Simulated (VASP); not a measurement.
Consider the following.

```
MgSnAs2
1.0
   -3.00958     3.00958     5.89035
    3.00958    -3.00958     5.89035
    3.00958     3.00958    -5.89035
Mg Sn As
2 2 4
Direct
  0.25000   0.75000   0.50000
  0.50000   0.50000   0.00000
  0.00000   0.00000   0.00000
  0.75000   0.25000   0.50000
  0.12655   0.12500   0.50155
  0.87500   0.37655   0.00155
  0.62345   0.62500   0.49845
  0.37500   0.87345   0.99845
```

The numbers are results of LDA (Ceperley-Alder, Perdew-Zunger), VASP's LDA PAW potentials (set 64) (plane waves; VASP), not measurements. Settings: 400 eV cut-off, 12×12×12 Γ-centred mesh, Gaussian smearing of 0.010 eV, potentials Mg Sn_d As.

The job: MgSnAs2 (space group I-42d), 8 atoms, LDA, optics run with many empty bands, 400 eV, 12×12×12 Γ-centred mesh. Roughly how much core time does it take on a busy server core?

About 40 core-minutes (one run on a shared machine, a rough figure). It had 163 irreducible k-points, 93 bands, up to 3904 plane waves and 14 electronic steps.

The structure comes from a computed database's MgSnAs2 entry (I-42d); how it stands against other phases isn't given here. It was relaxed first.
